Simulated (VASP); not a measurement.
Computed with PBEsol GGA with spin-orbit coupling, VASP's PBE PAW potentials (set 64) (plane waves; VASP).

VASP ran on this input.

**KPOINTS**
```
Automatic mesh
0
Gamma
7 7 7
0 0 0
```

**KPOINTS_OPT**
```
k-points along high-symmetry lines
8
Line-mode
Reciprocal
  0.000000   0.000000   0.000000 ! GAMMA
 -0.500000  -0.500000   0.000000 ! X

 -0.500000  -0.500000   0.000000 ! X
 -0.375000  -0.375000   0.250000 ! U

 -0.375000  -0.000000   0.375000 ! K
  0.000000   0.000000   0.000000 ! GAMMA

  0.000000   0.000000   0.000000 ! GAMMA
 -0.000000  -0.000000   0.500000 ! L

 -0.000000  -0.000000   0.500000 ! L
 -0.500000  -0.250000   0.250000 ! W

 -0.500000  -0.250000   0.250000 ! W
 -0.500000  -0.500000   0.000000 ! X
```

File POSCAR:
```
CuI
2.9685090
  0.0000000000   0.9999999260   0.9999999260
  0.9999999260   0.0000000000   0.9999999260
  0.9999999260   0.9999999260   0.0000000000
Cu I
1 1
direct
  0.0000000000   0.0000000000   0.0000000000
  0.2500000000   0.2500000000   0.2500000000
```

**INCAR**
```
# general
SYSTEM      =  CuI
PREC        =  Accurate
ENCUT       =  400
LREAL       =  .FALSE.
LASPH       =  .TRUE.

# electronic loop
EDIFF       =  1E-6
NELM        =  100
ALGO        =  Normal
LMAXMIX     =  4

# smearing
ISMEAR      =  0
SIGMA       =  0.05

# functional
GGA         =  PS
GGA_COMPAT  =  .FALSE.

# spin
MAGMOM      =  6*0
LSORBIT     =  .TRUE.

# output
LWAVE       =  .FALSE.
LCHARG      =  .FALSE.
```

POTCAR, in this order: Cu I (PBE.64 set). Program: vasp_ncl.

Output of the run:

**OSZICAR**
```
       N       E                     dE             d eps       ncg     rms          rms(c)
DAV:   1     0.126145226689E+03    0.12615E+03   -0.64266E+03  1560   0.124E+03
DAV:   2     0.471843649929E+01   -0.12143E+03   -0.11563E+03  1570   0.288E+02
DAV:   3    -0.621576594210E+01   -0.10934E+02   -0.10682E+02  2076   0.108E+02
DAV:   4    -0.677544617605E+01   -0.55968E+00   -0.55797E+00  2146   0.222E+01
DAV:   5    -0.679445424332E+01   -0.19008E-01   -0.19006E-01  2392   0.389E+00    0.727E+00
DAV:   6    -0.669172343121E+01    0.10273E+00   -0.55395E+00  1808   0.692E+01    0.468E+00
DAV:   7    -0.645009506463E+01    0.24163E+00   -0.12597E+00  1838   0.427E+01    0.253E+00
DAV:   8    -0.645727231272E+01   -0.71772E-02   -0.13056E-01  2506   0.736E+00    0.136E+00
DAV:   9    -0.645086251519E+01    0.64098E-02   -0.18241E-02  2136   0.393E+00    0.454E-01
DAV:  10    -0.644954792699E+01    0.13146E-02   -0.33214E-03  2444   0.161E+00    0.331E-01
DAV:  11    -0.644940630703E+01    0.14162E-03   -0.90211E-04  2452   0.506E-01    0.107E-01
DAV:  12    -0.644933994550E+01    0.66362E-04   -0.74809E-04  2074   0.967E-01    0.375E-02
DAV:  13    -0.644934134925E+01   -0.14037E-05   -0.97625E-05  2404   0.163E-01    0.571E-02
DAV:  14    -0.644933758733E+01    0.37619E-05   -0.45794E-06  2100   0.627E-02    0.362E-02
DAV:  15    -0.644933660857E+01    0.97877E-06   -0.10306E-05  2366   0.713E-02    0.723E-03
DAV:  16    -0.644933665005E+01   -0.41489E-07   -0.97935E-07  1082   0.102E-02
   1 F= -.64493367E+01 E0= -.64493367E+01  d E =-.865651E-12  mag=     0.0000    -0.0000    -0.0000
       N       E                     dE             ncg
       N       E                     dE             ncg
```

**OUTCAR**
```
------------------------ aborting loop because EDIFF is reached ----------------------------------------
  FORCE on cell =-STRESS in cart. coord.  units (eV):
  Direction    XX          YY          ZZ          XY          YZ          ZX
  --------------------------------------------------------------------------------------
  Total        0.0232630      0.0232630      0.0232630      0.0000000     -0.0000000      0.0000000
  in kB        0.7124107      0.7124107      0.7124107      0.0000000     -0.0000000      0.0000000
  external PRESSURE =       0.7124107 kB  Pullay stress =       0.0000000 kB
  volume of cell :       52.32
      direct lattice vectors                 reciprocal lattice vectors
     0.000000000  2.968508780  2.968508780    -0.168434738  0.168434738  0.168434738
     2.968508780  0.000000000  2.968508780     0.168434738 -0.168434738  0.168434738
     2.968508780  2.968508780  0.000000000     0.168434738  0.168434738 -0.168434738
  FREE ENERGIE OF THE ION-ELECTRON SYSTEM (eV)
  ---------------------------------------------------
  free  energy   TOTEN  =        -6.4493366501 eV

  energy  without entropy=       -6.4493366501  energy(sigma->0) =       -6.44933665

 Ion:    1  E_soc:     -0.0103689

 Ion:    2  E_soc:     -0.2527390
```
(Selected blocks of OUTCAR.)

The compound is CuI in the zinc blende structure. It was relaxed first, which changed the volume by -5 %.
